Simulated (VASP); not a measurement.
Input:

```
CELL_PARAMETERS angstrom
      0.00000     1.92308     1.92308
      1.92308     0.00000     1.92308
      1.92308     1.92308     0.00000
ATOMIC_POSITIONS crystal
  Rh 0.00000 0.00000 0.00000
```

Computed with TPSS meta-GGA, VASP's PBE PAW potentials (set 64) (plane waves; VASP 6.6.1). Run with 520 eV cut-off, 16×16×16 Γ-centred mesh, first-order Methfessel-Paxton smearing of 0.10 eV, potentials Rh_pv.

Task: What does the run give for the energy per atom (σ→0), pressure, band gap (on the k-mesh) with the smallest direct gap where there is one?

Result: 
- band gap (on the k-mesh): none (metal, semimetal or under 0.01 eV)
- energy per atom (σ→0): -15828 meV/atom
- pressure: -7.74 GPa

Only differences to runs with the same potentials and settings are physical.

The compound is Rh in the fcc structure. This cell is one point of a volume scan, at 1.03 of the reference volume.
